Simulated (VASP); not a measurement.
Computed with rev-vdW-DF2, VASP's PBE PAW potentials (set 64) (plane waves; VASP 6.6.1).

A VASP calculation is set up with these files.

### INCAR
```
SYSTEM = ZrS2
PREC = Accurate
ENCUT = 520
EDIFF = 1E-7
NELM = 100
ALGO = Normal
LREAL = .FALSE.
LASPH = .TRUE.
ISMEAR = 0
SIGMA = 0.05
GGA = MK
PARAM1 = 0.1234568
PARAM2 = 0.7114
ZAB_VDW = -1.8867
LUSE_VDW = .TRUE.
AGGAC = 0.0
LMAXMIX = 4
LWAVE = .FALSE.
LCHARG = .FALSE.
LORBIT = 11
ICHARG = 11
```

**KPOINTS**
```
k-points along high-symmetry lines
10
Line-mode
Reciprocal
  0.000000   0.000000   0.000000 ! GAMMA
  0.500000  -0.000000   0.000000 ! M

  0.500000  -0.000000   0.000000 ! M
  0.333333   0.333333   0.000000 ! K

  0.333333   0.333333   0.000000 ! K
  0.000000   0.000000   0.000000 ! GAMMA

  0.000000   0.000000   0.000000 ! GAMMA
  0.000000   0.000000   0.500000 ! A

  0.000000   0.000000   0.500000 ! A
  0.500000  -0.000000   0.500000 ! L

  0.500000  -0.000000   0.500000 ! L
  0.333333   0.333333   0.500000 ! H

  0.333333   0.333333   0.500000 ! H
  0.000000   0.000000   0.500000 ! A

  0.500000  -0.000000   0.500000 ! L
  0.500000  -0.000000   0.000000 ! M

  0.333333   0.333333   0.500000 ! H
  0.333333   0.333333   0.000000 ! K
```

File POSCAR:
```
ZrS2
3.6586720
  0.4999999780  -0.8660253717   0.0000000000
  0.4999999780   0.8660253717   0.0000000000
  0.0000000000   0.0000000000   1.5921513570
Zr S
1 2
Direct
  0.0000000000   0.0000000000   0.0000000000
  0.3333330000   0.6666670000   0.2501268515
  0.6666670000   0.3333330000   0.7498731485
```

POTCAR, in this order: Zr_sv S (PBE.64 set). Program: vasp_std. Read from the step before: CHGCAR.

Question: What will the output report for the number of irreducible k-points (NKPTS), largest plane-wave count, number of space-group operations, FFT grid (NGX, NGY, NGZ)?

Answer: 
| Item | Value |
|---|---|
| number of irreducible k-points (NKPTS) | 90 |
| largest plane-wave count | 1846 |
| number of space-group operations | 12 |
| FFT grid (NGX, NGY, NGZ) | 28 × 28 × 48 |

The compound is ZrS2 in the 1T layered structure. It was relaxed first.
